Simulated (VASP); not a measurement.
Here is the system:

```yaml
crystal:
  lattice:
    - [-1.60334, 1.60334, 2.53203]
    - [1.60334, -1.60334, 2.53203]
    - [1.60334, 1.60334, -2.53203]
  atoms:
    - { symbol: In, position: [0.00000, 0.00000, 0.00000] }
```

All values below come from SCAN meta-GGA, VASP's PBE PAW potentials (set 64) (plane waves; VASP). Settings: 520 eV cut-off, 18×18×18 Γ-centred mesh, tetrahedra with Blöchl corrections, potentials In_d.

Task: Give the energies of bands 6 to 9 at the high-symmetry points, in eV from the Fermi level.

Result: 
| band | Γ | X | P | N | M | S | R |
|---|---|---|---|---|---|---|---|
| 6 | -10.12 | -2.09 | -0.94 | -4.50 | -3.53 | -2.81 | -1.83 |
| 7 | 11.19 | -1.31 | -0.18 | -3.58 | -3.03 | -1.43 | -0.19 |
| 8 | 11.19 | 3.31 | -0.18 | 7.40 | 5.43 | -0.58 | 0.04 |
| 9 | 11.39 | 4.27 | 2.21 | 10.15 | 5.43 | 6.98 | 1.55 |

It has no gap at this level: it comes out as a metal or semimetal.

The compound is In in the bct structure. It was relaxed first.
